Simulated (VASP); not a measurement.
Energy against volume of TiN (rock salt). Level of theory: AM05 GGA, VASP's PBE PAW potentials (set 64) (plane waves; VASP). Numerical set-up: 520 eV cut-off, 15×15×15 Γ-centred mesh, first-order Methfessel-Paxton smearing of 0.10 eV, potentials Ti_sv N.

| V (Å³/atom) | E (eV/atom) |
|---|---|
| 8.716 | -10.10883 |
| 8.994 | -10.13560 |
| 9.273 | -10.14415 |
| 9.551 | -10.13714 |

### Question
Fit these four points and predict the energy of the run at 9.829 Å³/atom.

### Answer
A cubic in V^(−2/3), the third-order Birch-Murnaghan form, passes through the four points with V0 = 9.28 Å³/atom and B0 = 296 GPa, and gives -10.1169 eV/atom there. The run gave -10.1168 eV/atom, +0.1 meV/atom from the fit; all five points give B0 = 297 GPa.

The compound is TiN in the rock salt structure. It was relaxed first.
